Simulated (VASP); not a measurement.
A cell of BaF2 (fluorite) near equilibrium:

```
BaF2
1.0
    0.00000     3.14151     3.14151
    3.14151     0.00000     3.14151
    3.14151     3.14151     0.00000
Ba F
1 2
Cartesian
  3.14151   6.28301   3.14151
  1.57075   1.57075   1.57075
  4.71226   4.71226   4.71226
```

Computed with PBE GGA, VASP's PBE PAW potentials (set 64) (plane waves; VASP).

Unless said otherwise, spin-orbit coupling is left out, though it shifts the bands of the heavy elements here.

```csv
run,ΔE (meV/atom),σxx,σyy,σzz,"largest shear component, with its sign (GPa)",largest force (eV/Å),gap (eV)
as it is,0.0,-0.08,-0.08,-0.08,0.00,0.000,6.59
after one change,5.5,-2.24,-2.24,-2.24,0.00,0.000,6.40
```
Stress is in GPa, positive when the cell is compressed; gaps are those on the k-mesh, and 0.00 means metallic.

### Question
Which change was made?
(A) shear strain γ_xz = +4.0 %
(B) isotropic strain of +1.5 %
(C) uniaxial strain of +1.0 % along y
(D) shear strain γ_xy = -3.0 % with the ions relaxed

### Answer
B, isotropic strain of +1.5 %

The compound is BaF2 in the fluorite structure.
